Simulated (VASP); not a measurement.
# GaN: band gap against strain

GaN (wurtzite, P6_3mc, 11.359 Å³/atom and stress up to 0.25 GPa in the relaxed cell, c along z) under an equal strain ε along all three axes. PBEsol in VASP (plane waves, PAW), 600 eV, 12×12×6 Γ-centred mesh, Gaussian smearing 0.05 eV; ions are relaxed, or left where forces stay under 0.02 eV/Å, within the symmetry of each cell. Gaps are the smallest on the run's k-mesh, which can miss an edge that lies off it, without spin-orbit coupling; in all rows the valence edge lies at Γ and the conduction edge at Γ.

Here s stands for strain and Eg for gap.

```csv
strain (%),gap (eV)
0.00,1.906
0.50,1.806
1.00,1.708
1.50,1.609
3.00,?
```

Taking a straight line for Eg over the 4 complete rows: Means: s 0.75000, Eg 1.7572. About the means, the sum of products is -0.24725 and the sum of squares of s is 1.2500; the slope is their ratio. Least squares gives Eg = 1.9056 - 0.19780·s. Residuals (row less fit): 0.0004, -0.0007, 0.0002, 0.0001; standard error 0.0006 (degrees of freedom: 2). Over these rows the gap moves by -19.78 ± 0.05 eV per unit strain, or -6.6 eV per unit of ln V.

Question: What does the fit predict for Eg at s = 3.00, and how far is the calculated value from it?

Answer: Eg = 1.9056 - 0.19780 × 3.0 = 1.3122 eV. The calculation gives 1.319 eV, 0.0068 eV above the prediction (1.2 % of the range of Eg in the table). The row lies outside the fitted rows, so this is an extrapolation. The scatter of the fitted rows lies at the last printed digit.

A polynomial of degree 2 through the 6 other runs of the series gives 1.319 there, so most of the miss is curvature that the fit leaves out. Rows are the converged runs of the series near zero and its far end; series whose fitted rows scatter by over a few per cent of the range, as at a crossing or softening among them, aren't shown in this form, nor equations of state whose B0' disagrees with the runs' pressures. Most that stay on the fit to the last digits aren't either.
